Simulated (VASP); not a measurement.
## Na3BeSb: relaxation of cell and atoms with optB88-vdW

The system is Na3BeSb.

```xyz
5
Lattice="4.4010 0.0000 0.0000 0.0000 4.4010 0.0000 0.0000 0.0000 4.4010" Properties=species:S:1:pos:R:3 pbc="T T T"
Na    0.0000    2.2005    2.2005
Na    2.2005    0.0000    2.2005
Na    2.2005    2.2005    0.0000
Be    2.2005    2.2005    2.2005
Sb    0.0000    0.0000    0.0000
```

The cell was built by a generator and needn't be a form met in nature.

The cell isn't the ideal one: volume scaled by 0.96.

* Program: VASP 6.6.1
* Task: relaxation of cell and atoms
* Functional: optB88-vdW
* Potentials or basis: VASP PAW PBE potentials, release 64 (Na_pv, Be, Sb)
* Cutoff: 600 eV
* k mesh: 6 × 6 × 6
* Occupations: methfessel-paxton, width 0.2 eV
* Spin: no spin polarisation
* Optimiser: BFGS
* Further INCAR settings: ALGO = Normal; EDIFF = 1.00e-07

```
Relaxed volume                         : 28.44 Å³/atom
Relaxed cell                           : a = 5.219 Å, b = 5.219 Å, c = 5.219 Å, α = 90.00°, β = 90.00°, γ = 90.00°
Space group after relaxing (to 0.05 Å) : Pm-3m (No. 221)
Energy gained by relaxing              : 552.2 meV/atom
Ionic steps                            : 8
Pressure after relaxing                : 0.0 GPa
Band gap on the k mesh                 : none (metal or under the smearing width)
```

Step by step:
```csv
step,energy change (eV),largest force (eV/Å),pressure (GPa),volume (Å³)
1,0.0000,0.0000,24.00,85.24
2,-0.2705,0.0000,21.95,87.13
3,-1.4549,0.0000,12.96,98.24
4,-2.2104,0.0000,6.88,110.76
5,-2.6224,0.0000,2.81,124.88
6,-2.7546,0.0000,0.48,138.37
7,-2.7606,0.0000,0.06,141.71
8,-2.7608,0.0000,0.00,142.18
```

Final structure:
```cif
data_structure
_symmetry_space_group_name_H-M 'P 1'
_symmetry_Int_Tables_number 1
_cell_length_a 5.2193
_cell_length_b 5.2193
_cell_length_c 5.2193
_cell_angle_alpha 90.000
_cell_angle_beta 90.000
_cell_angle_gamma 90.000
_cell_volume 142.18
loop_
_atom_site_label
_atom_site_type_symbol
_atom_site_fract_x
_atom_site_fract_y
_atom_site_fract_z
_atom_site_occupancy
Na1 Na 0.00000 0.50000 0.50000 1
Na2 Na 0.50000 0.00000 0.50000 1
Na3 Na 0.50000 0.50000 0.00000 1
Be1 Be 0.50000 0.50000 0.50000 1
Sb1 Sb 0.00000 0.00000 0.00000 1
```

Levels at points of the mesh, in eV from the Fermi level:
```
           k point  band 12  band 13  band 14  band 15  band 16  band 17
(0.00, 0.00, 0.00)    -0.67    -0.67    -0.67     1.73     1.73     1.73
(0.50, 0.00, 0.00)    -0.45    -0.29    -0.11    -0.11     0.79     0.79
(0.50, 0.50, 0.00)    -1.98    -1.98     0.11     1.02     1.45     1.45
(0.50, 0.50, 0.50)    -1.16    -1.16    -1.16    -0.30    -0.30    -0.30
```

Wall time 20 min on 1 thread of AMD EPYC 7R43 64-Core Processor (Zen 3) (shared host), peak memory 0.63 GiB.

Caveat: the PAW data sets were made with another functional, which shifts forces and pressure a little. The run has no spin-orbit coupling, so splittings on Sb are missing.
